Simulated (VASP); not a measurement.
Consider the following.

```
CdF2
1.0
    0.00000     2.67201     2.67201
    2.67201     0.00000     2.67201
    2.67201     2.67201     0.00000
Cd F
1 2
Direct
  0.00000   0.00000   0.00000
  0.25000   0.25000   0.25000
  0.75000   0.75000   0.75000
```

These are PBEsol GGA, VASP's PBE PAW potentials (set 64) (plane waves; VASP 6.6.1) values and carry that method's errors. Run with 520 eV cut-off, 7×7×7 Γ-centred mesh, Gaussian smearing of 0.050 eV, potentials Cd F.

Q: The job: CdF$_{2}$ (fluorite), 3 atoms, PBEsol, static run, 520 eV, 7×7×7 Γ-centred mesh. Roughly how much core time does it take on a busy server core?

A: About 10 core-seconds (one run on a shared machine, a rough figure). It had 20 irreducible k-points, 17 bands, up to 1040 plane waves and 15 electronic steps.

The compound is CdF2 in the fluorite structure. This cell is one point of a volume scan, at 0.97 of the reference volume.
